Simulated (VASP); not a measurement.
Input:

```yaml
crystal:
  lattice:
    - [1.55071, -2.68591, 0.00000]
    - [1.55071, 2.68591, 0.00000]
    - [0.00000, 0.00000, 5.09204]
  atoms:
    - { symbol: Si, position: [0.66667, 0.33333, 0.49957] }
    - { symbol: Si, position: [0.33333, 0.66667, 0.99957] }
    - { symbol: C, position: [0.66667, 0.33333, 0.87543] }
    - { symbol: C, position: [0.33333, 0.66667, 0.37543] }
```

Calculation: revPBE GGA, VASP's PBE PAW potentials (set 64) (plane waves; VASP). Numerical set-up: 520 eV cut-off, Gaussian smearing of 0.050 eV, potentials Si C.

Task: Predict the band gap (along the path) with the smallest direct gap where there is one.

Result: 
```yaml
band gap (along the path): 2.35 eV
smallest direct gap (along the path): 3.95 eV
```

The compound is SiC in the wurtzite structure, the rare 2H polytype. It was relaxed first.
